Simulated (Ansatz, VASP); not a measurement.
# Na2Al2O: VASP beside Ansatz

INCAR

```
ALGO = Normal
EDIFF = 1E-6
ENCUT = 520
GGA = PE
ISIF = 2
ISMEAR = 0
ISPIN = 2
LASPH = True
LCHARG = False
LORBIT = 11
LREAL = False
LWAVE = False
MAGMOM = 0 0 0 0 1
NBANDS = 25
NELM = 150
PREC = Accurate
SIGMA = 0.1
```

Contents of KPOINTS:

```
k-points
0
Gamma
  6 6 2
```

The input POSCAR:

```
Na2Al2O
1.0
    3.0121207813      0.0000000000      0.0000000000
   -1.5060603907      2.6085731159      0.0000000000
    0.0000000000      0.0000000000     11.4639881097
Na Al O
2 2 1
Direct
    0.6666666667      0.3333333333      0.3606969560
    0.3333333333      0.6666666667      0.6393030440
    0.6666666667      0.3333333333      0.8771936269
    0.3333333333      0.6666666667      0.1228063731
    0.0000000000      0.0000000000      0.0000000000
```

Input for Ansatz:

```yaml
crystal:
  lattice:
    - [3.0121207813, 0.0, 0.0]
    - [-1.5060603907, 2.6085731159, 0.0]
    - [0.0, 0.0, 11.4639881097]
  atoms:
    - { symbol: Na, position: [0.6666666667, 0.3333333333, 0.360696956] }
    - { symbol: Na, position: [0.3333333333, 0.6666666667, 0.639303044] }
    - { symbol: Al, position: [0.6666666667, 0.3333333333, 0.8771936269] }
    - { symbol: Al, position: [0.3333333333, 0.6666666667, 0.1228063731] }
    - { symbol: O, position: [0.0, 0.0, 0.0], spin: 1.0 }
basis:
  ecutwfc: 420
kpoints:
  mp_grid: { grid: [6, 6, 2] }
hamiltonian:
  xc: pbe
scf:
  occupations: { method: gaussian, width: 0.1 }
  lower_state_search: "off"
output:
  forces: true
  stress: true
  eigenvalues: true
  populations: true
magnetization:
  spin_polarized: true
```

Change from the starting cell: species swapped into the TbAl2Ge2 type (P-3m1, No. 164).

Alike in both runs: task single point; functional PBE; k mesh 6 × 6 × 2; occupations gaussian, width 0.1 eV; collinear spin.

|  | VASP | Ansatz |
| --- | --- | --- |
| version | VASP 6.6.1 | Ansatz 0.2.0 |
| potentials or method | VASP PAW PBE potentials, release 64 (Na_pv, Al, O) | scalar-relativistic, plane waves, PAW |
| plane-wave cutoff (eV) | 520 | 420 |
| valence electrons in the cell | 26 | 30 |

VASP gave:

```
gap on the k mesh at the Fermi level (eV)       : none
pressure (GPa)                                  : -0.1
largest component of the traceless stress (GPa) : 0.47
rms of the force components (eV/Å)              : 0.022
net moment per atom (μB)                        : 0.04
```

Problem. Estimate Ansatz's values.

Solution. gap on the k mesh at the Fermi level (eV): none; pressure (GPa): -0.1; largest component of the traceless stress (GPa): 0.47; rms of the force components (eV/Å): 0.024; net moment per atom (μB): 0.04.

Atom by atom the forces differ by 0.002 eV/Å (rms over components). A gap of «none» marks a metal or a gap that the smearing closes. The two sets of potentials don't hold the same shells in valence.

Caveats: the k mesh is coarse (spacing up to 0.40 Å⁻¹), so the values aren't converged.
